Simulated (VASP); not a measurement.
All values below come from r2SCAN meta-GGA, VASP's PBE PAW potentials (set 64) (plane waves; VASP 6.6.1).

Gaps are without spin-orbit coupling.

```
Quantity                                              Result
---------------------------------------------  -------------
volume per atom                                21.01 Å³/atom
band gap (over mesh and band path)                   1.77 eV
smallest direct gap (over mesh and band path)        2.55 eV
```

Question: Which relaxed crystal gives these values?
(A) Cd2SeS, P3m1 (156)
(B) Ca2H3Br, P-3m1 (164)
(C) Ga2O3, C2/m (12)
(D) PbO, P4/nmm (129)

Answer: D, PbO, P4/nmm (129)
